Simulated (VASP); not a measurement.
Level of theory: PBE GGA, VASP's PBE PAW potentials (set 64) (plane waves; VASP).

The input files of a VASP run:

**KPOINTS**
```
Automatic mesh
0
Gamma
  13 13 11
```

**INCAR**
```
SYSTEM=WC
PREC=Accurate; ENCUT=350; LREAL=F
LASPH=T
EDIFF=1E-6; NELM=100; ALGO=Normal
LMAXMIX=6
ISMEAR=1; SIGMA=0.1
GGA=PE
ISIF=2
LWAVE=F; LCHARG=F
```

### POSCAR
```
WC
2.96820
  0.5000000000  -0.8660255374   0.0000000000
  0.5000000000   0.8660255374   0.0000000000
  0.0000000000   0.0000000000   0.9759450172
W C
1 1
Cartesian
  0.0000000000   0.0000000000   0.0000000000
  0.5000000000   0.2886757565   0.4879725086
```

POTCAR, in this order: W_sv C (PBE.64 set). Program: vasp_std.

Output

### OSZICAR
```
       N       E                     dE             d eps       ncg     rms          rms(c)
DAV:   1     0.863423358653E+02    0.86342E+02   -0.77432E+03  3289   0.117E+03
DAV:   2    -0.223124842581E+02   -0.10865E+03   -0.10580E+03  3781   0.318E+02
DAV:   3    -0.254259268785E+02   -0.31134E+01   -0.30934E+01  4007   0.524E+01
DAV:   4    -0.254539623390E+02   -0.28035E-01   -0.28017E-01  3596   0.520E+00
DAV:   5    -0.254542017958E+02   -0.23946E-03   -0.23945E-03  3877   0.484E-01    0.287E+01
DAV:   6    -0.225252020205E+02    0.29290E+01   -0.98855E+00  3726   0.314E+01    0.705E+00
DAV:   7    -0.224335422754E+02    0.91660E-01   -0.47630E-01  3446   0.592E+00    0.528E+00
DAV:   8    -0.224054973429E+02    0.28045E-01   -0.87299E-02  3591   0.281E+00    0.730E-01
DAV:   9    -0.224045866741E+02    0.91067E-03   -0.34913E-03  3601   0.516E-01    0.157E-01
DAV:  10    -0.224045081565E+02    0.78518E-04   -0.30964E-04  3776   0.230E-01    0.639E-02
DAV:  11    -0.224045069285E+02    0.12280E-05   -0.16407E-05  3541   0.396E-02    0.104E-02
DAV:  12    -0.224045056020E+02    0.13265E-05   -0.47655E-06  3476   0.220E-02    0.226E-03
DAV:  13    -0.224045056757E+02   -0.73656E-07   -0.80641E-08  1678   0.293E-03
   1 F= -.22404506E+02 E0= -.22404376E+02  d E =-.390294E-03
```

OUTCAR:
```
------------------------ aborting loop because EDIFF is reached ----------------------------------------
  FORCE on cell =-STRESS in cart. coord.  units (eV):
  Direction    XX          YY          ZZ          XY          YZ          ZX
  --------------------------------------------------------------------------------------
  Total       -2.5229366     -2.5229373     -3.0463664      0.0000000      0.0000000      0.0000000
  in kB     -182.8863869   -182.8864434   -220.8295483      0.0000000      0.0000000      0.0000000
  external PRESSURE =    -195.5341262 kB  Pullay stress =       0.0000000 kB
  volume of cell :       22.10
      direct lattice vectors                 reciprocal lattice vectors
     1.484100000 -2.570537000  0.000000000     0.336904521 -0.194511886  0.000000000
     1.484100000  2.570537000  0.000000000     0.336904521  0.194511886  0.000000000
     0.000000000  0.000000000  2.896800000     0.000000000  0.000000000  0.345208506
 POSITION                                       TOTAL-FORCE (eV/Angst)
 -----------------------------------------------------------------------------------
      0.00000      0.00000      0.00000         0.000000     -0.000000      0.000000
      1.48410      0.85685      1.44840        -0.000000      0.000000      0.000000
 -----------------------------------------------------------------------------------
    total drift:                                0.000000     -0.000397     -0.000000
  FREE ENERGIE OF THE ION-ELECTRON SYSTEM (eV)
  ---------------------------------------------------
  free  energy   TOTEN  =       -22.4045056757 eV

  energy  without entropy=      -22.4041153821  energy(sigma->0) =      -22.40437558
```
(Selected blocks of OUTCAR.)

At this cut-off the stress carries a Pulay error, which pulls relaxed volumes low.

The compound is WC in the wc structure. The cell was not relaxed at this level. The run is one of a series of settings (ENCUT = 350 against the base run), some of them coarse on purpose.
